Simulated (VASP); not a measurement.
All values below come from optB86b-vdW, VASP's PBE PAW potentials (set 64) (plane waves; VASP).

Input for VASP

**POSCAR**
```
Pt3Ti
3.9267730
  1.0000000100   0.0000000000   0.0000000000
  0.0000000000   1.0000000100   0.0000000000
  0.0000000000   0.0000000000   1.0000000100
Ti Pt
1 3
Cart
  0.0000000000   0.0000000000   0.0000000000
  0.0000000000   0.5000000050   0.5000000050
  0.5000000050   0.0000000000   0.5000000050
  0.5000000050   0.5000000050   0.0000000000
```

**KPOINTS**
```
Automatic mesh
0
Gamma
8 8 8
0 0 0
```

INCAR:
```
SYSTEM = Pt3Ti
PREC = Accurate; ENCUT = 520; LREAL = F
LASPH = T
EDIFF = 1E-7; NELM = 100; ALGO = Normal
LMAXMIX = 6
ISMEAR = 1; SIGMA = 0.1
GGA = MK; LUSE_VDW = T; AGGAC = 0.0
PARAM1 = 0.1234; PARAM2 = 1.0
ISIF = 2
LWAVE = F; LCHARG = F
```

POTCAR, in this order: Ti_sv Pt (PBE.64 set). Program: vasp_std.

The run wrote:

### OSZICAR
```
       N       E                     dE             d eps       ncg     rms          rms(c)
DAV:   1     0.387890844805E+03    0.38789E+03   -0.21486E+04  1750   0.181E+03
DAV:   2     0.851776284335E+01   -0.37937E+03   -0.37193E+03  1914   0.448E+02
DAV:   3    -0.221919914711E+02   -0.30710E+02   -0.29549E+02  2551   0.108E+02
DAV:   4    -0.231559131536E+02   -0.96392E+00   -0.96042E+00  2145   0.203E+01
DAV:   5    -0.231857605583E+02   -0.29847E-01   -0.29815E-01  2469   0.353E+00    0.215E+01
DAV:   6    -0.214754010438E+02    0.17104E+01   -0.23682E+01  2492   0.335E+01    0.146E+01
DAV:   7    -0.209114033846E+02    0.56400E+00   -0.32465E+01  2473   0.339E+01    0.101E+01
DAV:   8    -0.201498613698E+02    0.76154E+00   -0.16196E+00  2452   0.987E+00    0.453E+00
DAV:   9    -0.200302421961E+02    0.11962E+00   -0.19245E+00  2582   0.749E+00    0.204E+00
DAV:  10    -0.199896464599E+02    0.40596E-01   -0.24867E-01  2505   0.352E+00    0.353E-01
DAV:  11    -0.199908397640E+02   -0.11933E-02   -0.31822E-03  2194   0.455E-01    0.403E-01
DAV:  12    -0.199894584682E+02    0.13813E-02   -0.11028E-02  2571   0.608E-01    0.878E-02
DAV:  13    -0.199894300416E+02    0.28427E-04   -0.16275E-04  2069   0.902E-02    0.506E-02
DAV:  14    -0.199894400633E+02   -0.10022E-04   -0.49293E-05  2300   0.545E-02    0.559E-02
DAV:  15    -0.199894139605E+02    0.26103E-04   -0.13131E-04  2575   0.738E-02    0.891E-03
DAV:  16    -0.199894142753E+02   -0.31483E-06   -0.20617E-06  2146   0.953E-03    0.620E-03
DAV:  17    -0.199894142656E+02    0.97066E-08   -0.61060E-07  1732   0.604E-03
   1 F= -.19989414E+02 E0= -.19989303E+02  d E =-.333870E-03
```

OUTCAR:
```
------------------------ aborting loop because EDIFF is reached ----------------------------------------
  FORCE on cell =-STRESS in cart. coord.  units (eV):
  Direction    XX          YY          ZZ          XY          YZ          ZX
  --------------------------------------------------------------------------------------
  Total       -0.0187877     -0.0187877     -0.0187877      0.0000000      0.0000000     -0.0000000
  in kB       -0.4971385     -0.4971385     -0.4971385      0.0000000      0.0000000     -0.0000000
  external PRESSURE =      -0.4971385 kB  Pullay stress =       0.0000000 kB
  volume of cell :       60.55
      direct lattice vectors                 reciprocal lattice vectors
     3.926773039  0.000000000  0.000000000     0.254662032  0.000000000  0.000000000
     0.000000000  3.926773039  0.000000000     0.000000000  0.254662032  0.000000000
     0.000000000  0.000000000  3.926773039     0.000000000  0.000000000  0.254662032
 POSITION                                       TOTAL-FORCE (eV/Angst)
 -----------------------------------------------------------------------------------
      0.00000      0.00000      0.00000         0.000000      0.000000      0.000000
      0.00000      1.96339      1.96339         0.000000      0.000000      0.000000
      1.96339      0.00000      1.96339         0.000000      0.000000      0.000000
      1.96339      1.96339      0.00000         0.000000      0.000000      0.000000
 -----------------------------------------------------------------------------------
    total drift:                                0.000000      0.000000     -0.000000
  FREE ENERGIE OF THE ION-ELECTRON SYSTEM (eV)
  ---------------------------------------------------
  free  energy   TOTEN  =       -19.9894142656 eV

  energy  without entropy=      -19.9890803953  energy(sigma->0) =      -19.98930298
```
(Selected blocks of OUTCAR.)

The compound is Pt3Ti in the L1_2 structure. It was relaxed first.
